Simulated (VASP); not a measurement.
```
CELL_PARAMETERS angstrom
      2.92876     0.00000     0.00000
      0.00000     2.92876     0.00000
      0.00000     0.00000     2.92876
ATOMIC_POSITIONS crystal
  Al 0.50000 0.50000 0.50000
  Co 0.00000 0.00000 0.00000
```

These are RPBE GGA, VASP's PBE PAW potentials (set 64) (plane waves; VASP 6.6.1) values and carry that method's errors. Run with 520 eV cut-off, 13×13×13 Γ-centred mesh, first-order Methfessel-Paxton smearing of 0.10 eV, potentials Al Co.

Q: Predict the energy per atom (σ→0), pressure, band gap (on the k-mesh) with the smallest direct gap where there is one.

A: 
```json
{
 "band gap (on the k-mesh)": "none (metal, semimetal or under 0.01 eV)",
 "energy per atom (σ→0)": "-5.565 eV/atom",
 "pressure": "-8.68 GPa"
}
```

Only differences to runs with the same potentials and settings are physical.

The compound is CoAl in the CsCl type structure. This cell is one point of a volume scan, at 1.06 of the reference volume. The run is not spin-polarised, so no magnetic state was tried.
